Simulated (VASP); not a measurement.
An input for Quantum ESPRESSO's pw.x (written as the equivalent of a VASP run, and not itself run):

```
&CONTROL
  calculation = 'vc-relax'
  pseudo_dir = './pseudo'
  outdir = './out'
  tprnfor = .true.
  tstress = .true.
  nstep = 30
  forc_conv_thr = 0.00039
/
&SYSTEM
  ibrav = 0
  nat = 5
  ntyp = 2
  ecutwfc = 84
  occupations = 'smearing'
  smearing = 'gaussian'
  degauss = 0.003675
  input_dft = 'pz'
/
&ELECTRONS
  conv_thr = 7.3e-09
  electron_maxstep = 100
/
&IONS
/
&CELL
  cell_dofree = 'shape'
/
ATOMIC_SPECIES
  Mg 24.305 Mg.upf
  Sb 121.760 Sb.upf
CELL_PARAMETERS angstrom
     2.2736912   -3.9381488    0.0000000
     2.2736912    3.9381488    0.0000000
     0.0000000    0.0000000    7.1742091
ATOMIC_POSITIONS crystal
  Mg   1.0000000  1.0000000  0.0000000
  Mg   0.3333330  0.6666670  0.6326536
  Mg   0.6666670  0.3333330  0.3673464
  Sb   0.3333330  0.6666670  0.2241383
  Sb   0.6666670  0.3333330  0.7758617
K_POINTS automatic
  6 6 3 0 0 0
```

Q: Translate this input to VASP (INCAR, KPOINTS, POSCAR, choice of POTCAR).

A: Several could match; the one computed here: 
**POSCAR**
```
Mg3Sb2
1
    2.2736911873    -3.9381488112     0.0000000000
    2.2736911873     3.9381488112     0.0000000000
    0.0000000000     0.0000000000     7.1742090848
Mg Sb
3 2
Direct
  1.0000000000   1.0000000000   0.0000000000
  0.3333330000   0.6666670000   0.6326535928
  0.6666670000   0.3333330000   0.3673464072
  0.3333330000   0.6666670000   0.2241383316
  0.6666670000   0.3333330000   0.7758616684
```

**INCAR**
```
ALGO  =  Normal
EDIFF  =  1E-7
EDIFFG  =  -0.01
ENCUT  =  520
IBRION  =  2
ISIF  =  4
ISMEAR  =  0
LASPH  =  T
LCHARG  =  F
LMAXMIX  =  4
LREAL  =  F
LWAVE  =  F
NELM  =  100
NSW  =  30
PREC  =  Accurate
SIGMA  =  0.05
SYSTEM  =  Mg3Sb2
```

KPOINTS:
```
Automatic mesh
0
Gamma
6 6 3
0 0 0
```

POTCAR, in this order: Mg Sb (LDA.64 set). Program: vasp_std.

Limits of the translation: the potentials are each code's own (VASP's PAW set, PseudoDojo norm-conserving files in pw.x), so ENCUT and ecutwfc are chosen apart and not converted; conv_thr bounds pw.x's estimated SCF error, while EDIFF bounds the energy change between steps; forc_conv_thr acts on force components and is met together with etot_conv_thr.

The compound is Mg3Sb2 in the a-la2o3 structure. This cell is one point of a volume scan, at 1.03 of the reference volume. Symmetry was kept, so distortions that lower it aren't found.
